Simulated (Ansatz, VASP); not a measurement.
# HfCdS3: VASP beside Ansatz

One calculation is typed for both programs; each brings its own data sets. How far apart do they land? The cell is generated by rule, not measured, and may not be a known phase. The cell is taken from a series of runs on this material, whose earlier steps may have relaxed, scaled, displaced or heated it; both programs get it as it stands.

Program: Ansatz 0.2.0. Level of theory: plane waves, with VASP 6.6.1 beside it; zone-centre phonons at PBEsol. Results are calculated unless marked as measured.

The structure was built from a prototype and need not be the compound's stable phase.

### Step 1. The structure

Symmetry: Pm-3m, No. 221, cubic system. Conventional cell: a = 4.884 Å, b = 4.884 Å, c = 4.884 Å, α = 90.00°, β = 90.00°, γ = 90.00°. Nearest to Cd lie 12 S at 3.45 Å. Hf has 6 S at 2.44 Å nearest. Nearest to S lie 2 Hf at 2.44 Å. Farther neighbours and most contacts between anions are not listed.

Structure file:

```xyz
5
Lattice="4.8837 0.0000 0.0000 0.0000 4.8837 0.0000 0.0000 0.0000 4.8837" Properties=species:S:1:pos:R:3 pbc="T T T"
Cd    0.0000    0.0000    0.0000
Hf    2.4419    2.4419    2.4419
S     2.4419    2.4419    0.0000
S     2.4419    0.0000    2.4419
S     0.0000    2.4419    2.4419
```

### Step 2. VASP: zone-centre phonons, PBEsol

Second derivatives magnify differences that forces hide, and they need a tight electronic threshold.

Lines of VASP's logs that name or quote its potential files are left out, and so is its time.

Input file INCAR:

```
SYSTEM = HfCdS3
PREC = Accurate
ENCUT = 500
EDIFF = 1E-08
NELM = 120
ISMEAR = 1
SIGMA = 0.2
LREAL = .FALSE.
ALGO = Normal
GGA = PS
NBANDS = 26
LASPH = .TRUE.
LORBIT = 11
LWAVE = .FALSE.
LCHARG = .FALSE.
ISIF = 2
IBRION = 8
GGA_COMPAT = .FALSE.
KPAR = 2
```

Input file POSCAR:

```
HfCdS3
1.0
    4.8837284230      0.0000000000      0.0000000000
    0.0000000000      4.8837284230      0.0000000000
    0.0000000000      0.0000000000      4.8837284230
Cd Hf S
1 1 3
Direct
    0.0000000000      0.0000000000      0.0000000000
    0.5000000000      0.5000000000      0.5000000000
    0.5000000000      0.5000000000      0.0000000000
    0.5000000000      0.0000000000      0.5000000000
    0.0000000000      0.5000000000      0.5000000000
```

Input file KPOINTS:

```
Automatic mesh
0
Gamma
8 8 8
0 0 0
```

Potentials, in the order of the species: Cd, Hf_pv and S (PBE family, release 64).

Launch:

```bash
> mpirun -np 2 vasp_std
```

Numbers of over 12 decimals in the logs are rounded to 6 here.

Log:

```text
[banner, memory and clock lines left out]
running    2 mpi-ranks, on    1 nodes
 distrk:  each k-point on    1 cores,    2 groups
 distr:  one band on    1 cores,    1 groups

 POSCAR found type information on POSCAR CdHfS
 POSCAR found :  3 types and       5 ions
|                                                                             |
|               ----> ADVICE to this user running VASP <----                  |
|                                                                             |
|     You enforced a specific xc type in the INCAR file but a different       |
|     [... a line on the potential file left out ...]
|     I HOPE YOU KNOW WHAT YOU ARE DOING!                                     |
|                                                                             |

 LDA part: xc-table for (Slater+PW92), standard interpolation
 POSCAR, INCAR and KPOINTS ok, starting setup
 FFT: planning ... GRIDC
 FFT: planning ... GRID_SOFT
 FFT: planning ... GRID
 WAVECAR not read
 entering main loop
       N       E                     dE             d eps       ncg     rms          rms(c)
DAV:   1     0.237709017689E+03    0.23771E+03   -0.19674E+04  1844   0.136E+03
DAV:   2    -0.140295322948E+02   -0.25174E+03   -0.24518E+03  2202   0.318E+02
DAV:   3    -0.306946322816E+02   -0.16665E+02   -0.16493E+02  2204   0.734E+01
DAV:   4    -0.309512949537E+02   -0.25666E+00   -0.25612E+00  2294   0.977E+00
DAV:   5    -0.309555057943E+02   -0.42108E-02   -0.42090E-02  2282   0.127E+00    0.587E+01
DAV:   6    -0.279964762105E+02    0.29590E+01   -0.96650E+00  2082   0.177E+01    0.412E+01
DAV:   7    -0.278700375806E+02    0.12644E+00   -0.10876E+00  2244   0.642E+00    0.715E+00
DAV:   8    -0.278580364883E+02    0.12001E-01   -0.13929E-01  2124   0.181E+00    0.146E+00
DAV:   9    -0.278568939687E+02    0.11425E-02   -0.38137E-02  2180   0.111E+00    0.639E-01
DAV:  10    -0.278545096278E+02    0.23843E-02   -0.91645E-03  2066   0.466E-01    0.136E-01
DAV:  11    -0.278545395406E+02   -0.29913E-04   -0.43073E-04  2084   0.128E-01    0.104E-01
DAV:  12    -0.278545252099E+02    0.14331E-04   -0.57462E-05  2166   0.339E-02    0.241E-02
DAV:  13    -0.278545251740E+02    0.35899E-07   -0.54437E-06  2190   0.145E-02    0.109E-02
DAV:  14    -0.278545252318E+02   -0.57759E-07   -0.15532E-07  2260   0.256E-03    0.220E-03
DAV:  15    -0.278545252643E+02   -0.32492E-07   -0.47173E-08  1864   0.877E-04    0.839E-04
DAV:  16    -0.278545252562E+02    0.81245E-08   -0.25806E-09  1126   0.336E-04
   1 F= -.27854525E+02 E0= -.27851210E+02  d E =-.994431E-02
 Linear response reoptimize wavefunctions to high precision
DAV:   1    -0.278545252482E+02    0.79885E-08   -0.38350E-10  1166   0.136E-04
DAV:   2    -0.278545252482E+02   -0.54570E-10   -0.66106E-11  1056   0.504E-05
 Linear response DOF=           4
 Linear response progress:
  Degree of freedom:   1/  4
       N       E                     dE             d eps       ncg     rms          rms(c)
RMM:   1    -0.437410705243E+00   -0.43741E+00   -0.25604E-01  6872   0.194E+00
RMM:   2    -0.438470898292E+00   -0.10602E-02   -0.14092E-03  6106   0.184E-01    0.671E-02
RMM:   3    -0.437866816612E+00    0.60408E-03   -0.81208E-05  6341   0.393E-02    0.365E-02
RMM:   4    -0.437213030110E+00    0.65379E-03   -0.39161E-05  6484   0.303E-02    0.877E-03
RMM:   5    -0.437111705131E+00    0.10132E-03   -0.19284E-06  6032   0.686E-03    0.272E-03
RMM:   6    -0.437126722729E+00   -0.15018E-04   -0.29100E-07  6674   0.216E-03    0.764E-04
RMM:   7    -0.437136607513E+00   -0.98848E-05   -0.19907E-08  6594   0.634E-04    0.191E-04
RMM:   8    -0.437137327700E+00   -0.72019E-06   -0.36352E-09  6774   0.218E-04    0.804E-05
RMM:   9    -0.437136473872E+00    0.85383E-06   -0.22884E-09  6773   0.950E-05    0.520E-05
RMM:  10    -0.437136580865E+00   -0.10699E-06   -0.58139E-09  6985   0.647E-05    0.982E-06
RMM:  11    -0.437136617146E+00   -0.36281E-07   -0.24022E-09  7019   0.395E-05    0.463E-06
RMM:  12    -0.437136548258E+00    0.68888E-07    0.15433E-11  7055   0.364E-05    0.154E-06
RMM:  13    -0.437136546362E+00    0.18958E-08   -0.21687E-09  6521   0.321E-05    0.349E-07
 first order change of Fermi-energy   0.20467E-03
 force on displaced ion       1 direction 1 :   1.603  -0.000  -0.000
 Linear response progress:
  Degree of freedom:   2/  4
       N       E                     dE             d eps       ncg     rms          rms(c)
RMM:   1    -0.234743531033E+00   -0.23474E+00    0.41904E+00  4845   0.912E+00
RMM:   2    -0.238666700950E+00   -0.39232E-02   -0.48202E-02  5934   0.992E-01    0.601E-01
RMM:   3    -0.238212007957E+00    0.45469E-03   -0.26921E-03  7510   0.186E-01    0.287E-01
RMM:   4    -0.237732202950E+00    0.47981E-03   -0.49089E-04  7574   0.765E-02    0.144E-01
RMM:   5    -0.237404952155E+00    0.32725E-03   -0.61490E-05  7383   0.335E-02    0.226E-02
RMM:   6    -0.237356141582E+00    0.48811E-04   -0.64480E-06  7895   0.921E-03    0.456E-03
RMM:   7    -0.237362091669E+00   -0.59501E-05   -0.25062E-06  7872   0.412E-03    0.290E-03
RMM:   8    -0.237362532517E+00   -0.44085E-06    0.42702E-06  8221   0.157E-03    0.205E-03
RMM:   9    -0.237358490782E+00    0.40417E-05    0.39646E-06  7679   0.826E-04    0.419E-04
RMM:  10    -0.237357832335E+00    0.65845E-06    0.24334E-06  8285   0.416E-04    0.248E-04
RMM:  11    -0.237357690561E+00    0.14177E-06    0.12817E-06  8429   0.219E-04    0.152E-04
RMM:  12    -0.237357046859E+00    0.64370E-06    0.78853E-07  8067   0.171E-04    0.129E-04
RMM:  13    -0.237357187281E+00   -0.14042E-06    0.32455E-07  7870   0.115E-04    0.277E-05
RMM:  14    -0.237357135396E+00    0.51885E-07    0.22676E-07  8206   0.845E-05    0.661E-06
RMM:  15    -0.237357126834E+00    0.85620E-08    0.68215E-08  7553   0.705E-05    0.445E-06
 first order change of Fermi-energy  -0.22546E-03
 force on displaced ion       2 direction 1 :  -4.776  -0.000   0.000
 Linear response progress:
  Degree of freedom:   3/  4
       N       E                     dE             d eps       ncg     rms          rms(c)
RMM:   1    -0.111838376465E+00   -0.11184E+00    0.79911E-03 14384   0.131E+00
RMM:   2    -0.110763730633E+00    0.10746E-02   -0.36329E-03 10265   0.248E-01    0.116E-01
RMM:   3    -0.111078853711E+00   -0.31512E-03   -0.19264E-04 10272   0.522E-02    0.615E-02
RMM:   4    -0.111354224266E+00   -0.27537E-03   -0.73352E-05 10479   0.298E-02    0.137E-02
RMM:   5    -0.111330023035E+00    0.24201E-04   -0.58857E-06 11149   0.970E-03    0.423E-03
RMM:   6    -0.111331122806E+00   -0.10998E-05   -0.23323E-07 11052   0.211E-03    0.281E-03
RMM:   7    -0.111334220381E+00   -0.30976E-05   -0.18887E-07 11187   0.940E-04    0.141E-03
RMM:   8    -0.111336007117E+00   -0.17867E-05    0.23926E-09 11217   0.545E-04    0.262E-04
RMM:   9    -0.111336888968E+00   -0.88185E-06   -0.10767E-07 11509   0.198E-04    0.787E-05
RMM:  10    -0.111337286221E+00   -0.39725E-06    0.23818E-07 11660   0.105E-04    0.250E-05
RMM:  11    -0.111337167929E+00    0.11829E-06    0.30855E-07 12422   0.572E-05    0.113E-05
RMM:  12    -0.111337108673E+00    0.59256E-07   -0.76618E-08 11780   0.471E-05    0.456E-06
RMM:  13    -0.111337111375E+00   -0.27019E-08   -0.10057E-07 12007   0.443E-05    0.146E-06
RMM:  14    -0.111337118516E+00   -0.71414E-08   -0.43412E-08 10437   0.422E-05    0.952E-07
 first order change of Fermi-energy  -0.14493E-02
 force on displaced ion       3 direction 1 :   1.056   0.000   0.000
 Linear response progress:
  Degree of freedom:   4/  4
       N       E                     dE             d eps       ncg     rms          rms(c)
RMM:   1    -0.119142691211E+00   -0.11914E+00    0.68451E-02  8596   0.161E+00
RMM:   2    -0.120067040287E+00   -0.92435E-03   -0.44025E-03  6322   0.276E-01    0.789E-01
RMM:   3    -0.120456797908E+00   -0.38976E-03   -0.15446E-03  5703   0.139E-01    0.395E-01
RMM:   4    -0.121181653250E+00   -0.72486E-03   -0.60023E-04  6251   0.809E-02    0.562E-02
RMM:   5    -0.121128002685E+00    0.53651E-04   -0.56387E-05  6297   0.299E-02    0.132E-02
RMM:   6    -0.121136555450E+00   -0.85528E-05   -0.36042E-06  6975   0.679E-03    0.892E-03
RMM:   7    -0.121146663131E+00   -0.10108E-04   -0.52767E-07  6585   0.273E-03    0.248E-03
RMM:   8    -0.121150417800E+00   -0.37547E-05   -0.40216E-08  6651   0.975E-04    0.550E-04
RMM:   9    -0.121151693179E+00   -0.12754E-05   -0.18486E-07  6985   0.345E-04    0.261E-04
RMM:  10    -0.121152720124E+00   -0.10269E-05   -0.30544E-07  6999   0.226E-04    0.749E-05
RMM:  11    -0.121152805823E+00   -0.85698E-07    0.18358E-07  7130   0.801E-05    0.396E-05
RMM:  12    -0.121152924350E+00   -0.11853E-06   -0.93680E-08  7269   0.588E-05    0.153E-05
RMM:  13    -0.121152930648E+00   -0.62987E-08   -0.79607E-08  7478   0.425E-05    0.525E-06
 first order change of Fermi-energy  -0.24252E-03
 force on displaced ion       3 direction 3 :  -0.000  -0.000 -13.538
 Linear response finished
```

(Part 1 of 3 ends here.)

[Lines on the potential files, build, host, timing and source positions are cut from VASP's logs without a mark.]

[Logs are printed without paths, hosts, clocks, repeated set-up lines and the standing remarks that a program may print on its own settings, such as how far it seeks lower states.]

[Hosts, paths, dates, database ids (printed as entryN), source tags and the programs' standing remarks are cut or masked in the printed files.]
